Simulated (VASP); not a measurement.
A VASP calculation is set up with these files.

### INCAR
```
SYSTEM = HoN
PREC = Accurate
ENCUT = 520
EDIFF = 1E-6
NELM = 60
ALGO = Normal
LREAL = .FALSE.
LASPH = .TRUE.
ISMEAR = 0
SIGMA = 0.05
GGA = PE
LMAXMIX = 6
LWAVE = .FALSE.
LCHARG = .FALSE.
ISIF = 2
```

**KPOINTS**
```
Automatic mesh
0
Gamma
5 5 4
0 0 0
```

POSCAR:
```
HoN
1
    3.8022850000     0.0000000000     0.0000000000
    0.0000000000     3.8022850000     0.0000000000
    0.0000000000     0.0000000000     4.7911950000
Ho N
2 2
Direct
  0.5000000000   0.0000000000   0.2368000000
  0.0000000000   0.5000000000   0.7632000000
  0.0000000000   0.0000000000   0.0000000000
  0.5000000000   0.5000000000   0.0000000000
```

POTCAR, in this order: N Ho_3 (PBE.64 set). Program: vasp_std.

Output of the run:

### standard output
```
 POSCAR found type information on POSCAR HoN
 POSCAR found :  2 types and       4 ions
 Reading from existing POTCAR
 Reading from existing POTCAR
 WARNING: type information on POSCAR and POTCAR are incompatible
 POTCAR overwrites the type information in POSCAR
 typ   1 type information:  Ho N
 WARNING: type information on POSCAR and POTCAR are incompatible
 POTCAR overwrites the type information in POSCAR
 typ   2 type information:  N  Ho
 LDA part: xc-table for (Slater+PW92), standard interpolation
 POSCAR, INCAR and KPOINTS ok, starting setup
 WAVECAR not read
 entering main loop
       N       E                     dE             d eps       ncg     rms          rms(c)
DAV:   1     0.287924809562E+03    0.28792E+03   -0.12345E+04   744   0.152E+03
DAV:   2     0.948047016343E+01   -0.27844E+03   -0.27433E+03  1066   0.635E+02
DAV:   3    -0.294655848110E+02   -0.38946E+02   -0.36620E+02  1098   0.150E+02
DAV:   4    -0.312853318522E+02   -0.18197E+01   -0.18019E+01  1040   0.362E+01
DAV:   5    -0.313454177533E+02   -0.60086E-01   -0.59884E-01  1144   0.785E+00    0.531E+01
DAV:   6    -0.261729958360E+02    0.51724E+01   -0.53370E+01  1136   0.454E+01    0.413E+01
DAV:   7    -0.252897925644E+02    0.88320E+00   -0.90341E+00  1120   0.202E+01    0.217E+01
DAV:   8    -0.250824346161E+02    0.20736E+00   -0.18908E+00  1152   0.104E+01    0.136E+00
DAV:   9    -0.250754751463E+02    0.69595E-02   -0.93900E-02   954   0.244E+00    0.992E-01
DAV:  10    -0.250783916899E+02   -0.29165E-02   -0.16583E-02   976   0.100E+00    0.394E-01
DAV:  11    -0.250781032172E+02    0.28847E-03   -0.20818E-03   934   0.384E-01    0.134E-01
DAV:  12    -0.250782531310E+02   -0.14991E-03   -0.23949E-04   892   0.122E-01    0.284E-02
DAV:  13    -0.250782527307E+02    0.40031E-06   -0.31446E-05  1118   0.432E-02    0.112E-02
DAV:  14    -0.250782570971E+02   -0.43664E-05   -0.17174E-05   948   0.316E-02    0.129E-02
DAV:  15    -0.250782560813E+02    0.10158E-05   -0.19401E-06   492   0.147E-02    0.631E-03
DAV:  16    -0.250782560321E+02    0.49237E-07   -0.65108E-07   420   0.149E-02
   1 F= -.25078256E+02 E0= -.25076922E+02  d E =-.266813E-02
```

### OUTCAR
```
------------------------ aborting loop because EDIFF is reached ----------------------------------------
  FORCE on cell =-STRESS in cart. coord.  units (eV):
  Direction    XX          YY          ZZ          XY          YZ          ZX
  --------------------------------------------------------------------------------------
  Total       19.7617093     19.7617093     -3.3677191      0.0000000      0.0000000      0.0000000
  in kB      457.0902002    457.0902002    -77.8956611      0.0000000      0.0000000      0.0000000
  external PRESSURE =     278.7615798 kB  Pullay stress =       0.0000000 kB
  volume of cell :       69.27
      direct lattice vectors                 reciprocal lattice vectors
     3.802285000  0.000000000  0.000000000     0.262999749  0.000000000  0.000000000
     0.000000000  3.802285000  0.000000000     0.000000000  0.262999749  0.000000000
     0.000000000  0.000000000  4.791195000     0.000000000  0.000000000  0.208716197
 POSITION                                       TOTAL-FORCE (eV/Angst)
 -----------------------------------------------------------------------------------
      1.90114      0.00000      1.13455         0.000000      0.000000     -0.729683
      0.00000      1.90114      3.65664         0.000000      0.000000      0.729683
      0.00000      0.00000      0.00000         0.000000      0.000000      0.000000
      1.90114      1.90114      0.00000         0.000000      0.000000      0.000000
 -----------------------------------------------------------------------------------
    total drift:                                0.000000      0.000000     -0.000000
  FREE ENERGIE OF THE ION-ELECTRON SYSTEM (eV)
  ---------------------------------------------------
  free  energy   TOTEN  =       -25.0782560321 eV

  energy  without entropy=      -25.0755879028  energy(sigma->0) =      -25.07692197
```
(Selected blocks of OUTCAR.)

Read input and log: which fault does this run have?
(A) LEPSILON was set with a meta-GGA
(B) POTCAR lists the elements in another order than POSCAR
(C) LSORBIT needs the non-collinear program vasp_ncl
(D) the lattice vectors carry noise near SYMPREC

B, POTCAR lists the elements in another order than POSCAR. The run ends without an error. Against the sound run, the pressure rises by 20.33 GPa; the largest force drops by 1.380 eV/Å.

To mend it, use POTCAR Ho_3 N of the PBE.64 set.

The mended run (PBE GGA, plane waves, VASP's PBE PAW potentials (set 64)) converges, and its OSZICAR ends with
```
   1 F= -.28590083E+02 E0= -.28588396E+02  d E =-.337330E-02
```

The structure was generated: HoN was put into the litharge type (P4/nmm), which need not be its known phase. The cell was not relaxed at this level. The 4f electrons are frozen in the core of the lanthanide potential, so 4f levels, which can set the real gap, and their magnetism are missing.
